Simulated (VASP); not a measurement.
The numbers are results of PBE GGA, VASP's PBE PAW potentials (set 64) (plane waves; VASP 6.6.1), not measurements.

The input files of a VASP run:

INCAR:
```
! general
SYSTEM =FeO
PREC   =Accurate
ENCUT  =520
LREAL  =.FALSE.
LASPH  =.TRUE.

! electronic loop
EDIFF  =1E-6
NELM   =100
ALGO   =Normal
LMAXMIX=4

! smearing
ISMEAR =0
SIGMA  =0.05

! functional
GGA    =PE

! spin
ISPIN  =2
MAGMOM =4.0 -4.0 2*0.0

! ions
ISIF   =2

! output
LWAVE  =.FALSE.
LCHARG =.FALSE.
LORBIT =10
```

**KPOINTS**
```
Automatic
0
G
  8 8 8
0 0 0
```

**POSCAR**
```
FeO
1
    4.3300000000     2.1650000000     2.1650000000
    2.1650000000     4.3300000000     2.1650000000
    2.1650000000     2.1650000000     4.3300000000
Fe O
2 2
Direct
  0.0000000000   0.0000000000   0.0000000000
  0.5000000000   0.5000000000   0.5000000000
  0.2500000000   0.2500000000   0.2500000000
  0.7500000000   0.7500000000   0.7500000000
```

POTCAR, in this order: Fe_pv O (PBE.64 set). Program: vasp_std.

The run wrote:

OUTCAR:
```
 ion  position               nearest neighbor table
   1  0.000  0.000  0.000-   4 2.17   4 2.17   4 2.17   3 2.17   3 2.17   3 2.17
   2  0.500  0.500  0.500-   3 2.17   3 2.17   3 2.17   4 2.17   4 2.17   4 2.17
   3  0.250  0.250  0.250-   1 2.17   1 2.17   1 2.17   2 2.17   2 2.17   2 2.17
   4  0.750  0.750  0.750-   2 2.17   2 2.17   2 2.17   1 2.17   1 2.17   1 2.17
  LATTYP: Found a trigonal (rhomboedric) cell.
 ALAT       =     5.3031452931
 COS(alpha) =     0.8333333333
 Subroutine PRICEL returns following result:
  LATTYP: Found a face centered cubic cell.
 ALAT       =     4.3300000000
 Subroutine GETGRP returns: Found 12 space group operations
The static configuration has the point symmetry D_3d.
The dynamic configuration has the point symmetry D_3d.
The overall configuration has the point symmetry D_3d.
 Subroutine INISYM returns: Found 12 space group operations
 Subroutine IBZKPT returns following result:
 Found     65 irreducible k-points:

 Following reciprocal coordinates:
            Coordinates               Weight
  0.000000  0.000000  0.000000      1.000000
  0.125000 -0.000000 -0.000000      6.000000
  0.250000 -0.000000 -0.000000      6.000000
  0.375000 -0.000000 -0.000000      6.000000
  0.500000 -0.000000 -0.000000      3.000000
  0.125000  0.125000  0.000000      6.000000
  0.250000  0.125000  0.000000     12.000000
  0.375000  0.125000  0.000000     12.000000
  0.500000  0.125000  0.000000     12.000000
 -0.375000  0.125000 -0.000000     12.000000
 -0.250000  0.125000  0.000000     12.000000
 -0.125000  0.125000  0.000000      6.000000
  0.250000  0.250000  0.000000      6.000000
  0.375000  0.250000  0.000000     12.000000
  0.500000  0.250000  0.000000     12.000000
 -0.375000  0.250000  0.000000     12.000000
 -0.250000  0.250000  0.000000      6.000000
  0.375000  0.375000 -0.000000      6.000000
  0.500000  0.375000  0.000000     12.000000
 -0.375000  0.375000  0.000000      6.000000
  0.500000  0.500000  0.000000      3.000000
  0.125000  0.125000  0.125000      2.000000
  0.250000  0.125000  0.125000      6.000000
  0.375000  0.125000  0.125000      6.000000
  0.500000  0.125000  0.125000      6.000000
 -0.375000  0.125000  0.125000      6.000000
 -0.250000  0.125000  0.125000      6.000000
 -0.125000  0.125000  0.125000      6.000000
  0.250000  0.250000  0.125000      6.000000
  0.375000  0.250000  0.125000     12.000000
  0.500000  0.250000  0.125000     12.000000
 -0.375000  0.250000  0.125000     12.000000
 -0.250000  0.250000  0.125000     12.000000
 -0.125000  0.250000  0.125000     12.000000
  0.375000  0.375000  0.125000      6.000000
  0.500000  0.375000  0.125000     12.000000
 -0.375000  0.375000  0.125000     12.000000
 -0.250000  0.375000  0.125000     12.000000
 -0.125000  0.375000  0.125000     12.000000
  0.500000  0.500000  0.125000      6.000000
   k-points           NKPTS =     65   k-points in BZ     NKDIM =     65   number of bands    NBANDS=     24
   number of dos      NEDOS =    301   number of ions     NIONS =      4
   total plane-waves  NPLWV =  64000
   dimension x,y,z NGX =    40 NGY =   40 NGZ =   40
   dimension x,y,z NGXF=    80 NGYF=   80 NGZF=   80
   ions per type =               2   2
   PREC   = accura    normal or accurate (medium, high low for compatibility)
   ISTART =      0    job   : 0-new  1-cont  2-samecut
   ICHARG =      2    charge: 1-file 2-atom 10-const
   ISPIN  =      2    spin polarized calculation?
   LNONCOLLINEAR =      F non collinear calculations
   LSORBIT =      F    spin-orbit coupling
   INIWAV =      1    electr: 0-lowe 1-rand  2-diag
   ENCUT  =  520.0 eV  38.22 Ry    6.18 a.u.   9.86  9.86  9.86*2*pi/ulx,y,z
...
```

File OSZICAR:
```
       N       E                     dE             d eps       ncg     rms          rms(c)
DAV:   1     0.488932554971E+03    0.48893E+03   -0.24045E+04  6440   0.235E+03
DAV:   2     0.141503139779E+02   -0.47478E+03   -0.46561E+03  6536   0.622E+02
DAV:   3    -0.337707021000E+02   -0.47921E+02   -0.47437E+02  7208   0.191E+02
DAV:   4    -0.354841507246E+02   -0.17134E+01   -0.16935E+01  7640   0.335E+01
DAV:   5    -0.355145154214E+02   -0.30365E-01   -0.30324E-01  6888   0.505E+00    0.216E+01
DAV:   6    -0.312430167663E+02    0.42715E+01   -0.78477E+01  7976   0.779E+01    0.228E+01
DAV:   7    -0.297629287562E+02    0.14801E+01   -0.15577E+01  8192   0.517E+01    0.114E+01
DAV:   8    -0.298928907471E+02   -0.12996E+00   -0.15792E+00  6624   0.865E+00    0.732E+00
DAV:   9    -0.298403309876E+02    0.52560E-01   -0.39924E-01  8416   0.637E+00    0.198E+00
DAV:  10    -0.298543767933E+02   -0.14046E-01   -0.73090E-02  6376   0.327E+00    0.686E-01
DAV:  11    -0.298537093712E+02    0.66742E-03   -0.32400E-02  8304   0.163E+00    0.211E-01
DAV:  12    -0.298538131649E+02   -0.10379E-03   -0.20382E-03  6248   0.453E-01    0.976E-02
DAV:  13    -0.298538376872E+02   -0.24522E-04   -0.84787E-04  7232   0.182E-01    0.566E-02
DAV:  14    -0.298538592208E+02   -0.21534E-04   -0.68111E-05  6280   0.726E-02    0.347E-02
DAV:  15    -0.298538609396E+02   -0.17187E-05   -0.85450E-05  6992   0.571E-02    0.160E-02
DAV:  16    -0.298538630228E+02   -0.20833E-05   -0.44611E-06  5352   0.201E-02    0.110E-02
DAV:  17    -0.298538636022E+02   -0.57940E-06   -0.57099E-06  3912   0.178E-02
   1 F= -.29853864E+02 E0= -.29850334E+02  d E =-.705835E-02  mag=    -0.0000
```

### OUTCAR
```
------------------------ aborting loop because EDIFF is reached ----------------------------------------
  FORCE on cell =-STRESS in cart. coord.  units (eV):
  Direction    XX          YY          ZZ          XY          YZ          ZX
  --------------------------------------------------------------------------------------
  Total       -1.0303352     -1.0303352     -1.0303352      0.7394091      0.7394091      0.7394091
  in kB      -40.6682453    -40.6682453    -40.6682453     29.1851346     29.1851346     29.1851346
  external PRESSURE =     -40.6682453 kB  Pullay stress =       0.0000000 kB
  volume of cell :       40.59
      direct lattice vectors                 reciprocal lattice vectors
     4.330000000  2.165000000  2.165000000     0.346420323 -0.115473441 -0.115473441
     2.165000000  4.330000000  2.165000000    -0.115473441  0.346420323 -0.115473441
     2.165000000  2.165000000  4.330000000    -0.115473441 -0.115473441  0.346420323
 POSITION                                       TOTAL-FORCE (eV/Angst)
 -----------------------------------------------------------------------------------
      0.00000      0.00000      0.00000         0.000000      0.000000     -0.000000
      4.33000      4.33000      4.33000         0.000000     -0.000000      0.000000
      2.16500      2.16500      2.16500        -0.000000     -0.000000      0.000000
      6.49500      6.49500      6.49500         0.000000      0.000000     -0.000000
 -----------------------------------------------------------------------------------
    total drift:                                0.000000     -0.000000     -0.000000
  FREE ENERGIE OF THE ION-ELECTRON SYSTEM (eV)
  ---------------------------------------------------
  free  energy   TOTEN  =       -29.8538636022 eV

  energy  without entropy=      -29.8468052572  energy(sigma->0) =      -29.85033443

 total charge

# of ion       s       p       d       tot
------------------------------------------
    1        0.217   6.219   5.990  12.427
    2        0.217   6.219   5.990  12.427
    3        1.561   3.416   0.000   4.976
    4        1.561   3.416   0.000   4.976
--------------------------------------------------
tot          3.557  19.269  11.980  34.806

 magnetization (x)

# of ion       s       p       d       tot
------------------------------------------
    1        0.006   0.007   3.432   3.445
    2       -0.006  -0.007  -3.432  -3.445
    3        0.000   0.000   0.000   0.000
    4        0.000   0.000   0.000   0.000
--------------------------------------------------
tot          0.000   0.000  -0.000  -0.000
```
(Selected blocks of OUTCAR.)

### OUTCAR
```
 val. band max:        8.3178804152   @ k =   0.3750   0.3750   0.3750

 cond. band min:       8.3484158357   @ k =  -0.1250   0.5000   0.1250


 Fermi energy:         8.3189669728

 spin component 1

 k-point     1 :       0.0000    0.0000    0.0000
  band No.  band energies     occupation
      1     -47.4961      1.00000
      2     -47.3570      1.00000
      3     -47.3570      1.00000
      4     -43.5638      1.00000
      5     -43.5240      1.00000
      6     -43.5240      1.00000
      7     -12.1944      1.00000
      8     -11.0538      1.00000
      9      -0.0585      1.00000
     10       2.2929      1.00000
     11       2.2929      1.00000
     12       4.6517      1.00000
     13       4.6560      1.00000
     14       4.6560      1.00000
     15       5.0624      1.00000
     16       5.1004      1.00000
     17       5.1004      1.00000
     18       6.1569      1.00000
     19       6.1569      1.00000
     20       8.1812      0.99995
     21       8.1813      0.99995
     22       8.5473      0.00000
     23       8.6632      0.00000
     24      10.2158      0.00000

 k-point     2 :       0.1250   -0.0000   -0.0000
  band No.  band energies     occupation
      1     -47.4953      1.00000
      2     -47.3626      1.00000
      3     -47.3584      1.00000
      4     -43.5628      1.00000
      5     -43.5309      1.00000
      6     -43.5257      1.00000
      7     -12.0589      1.00000
      8     -11.0410      1.00000
      9       0.1932      1.00000
     10       2.2003      1.00000
     11       2.3413      1.00000
     12       3.4623      1.00000
     13       4.1730      1.00000
     14       4.1898      1.00000
     15       5.0434      1.00000
     16       5.3802      1.00000
     17       5.4302      1.00000
     18       6.2646      1.00000
     19       6.5259      1.00000
     20       8.1142      1.00000
     21       8.2823      0.84990
     22       8.5757      0.00000
...
```

The compound is FeO in the rock salt, AFM-II order structure. The cell was not relaxed at this level. The k-mesh is coarse (spacing up to 0.30 per Å, 2π included), so the numbers may not be converged in it. The run is one of a series of settings (POTCAR Fe_pv O (PBE.64 set) against the base run), some of them coarse on purpose.
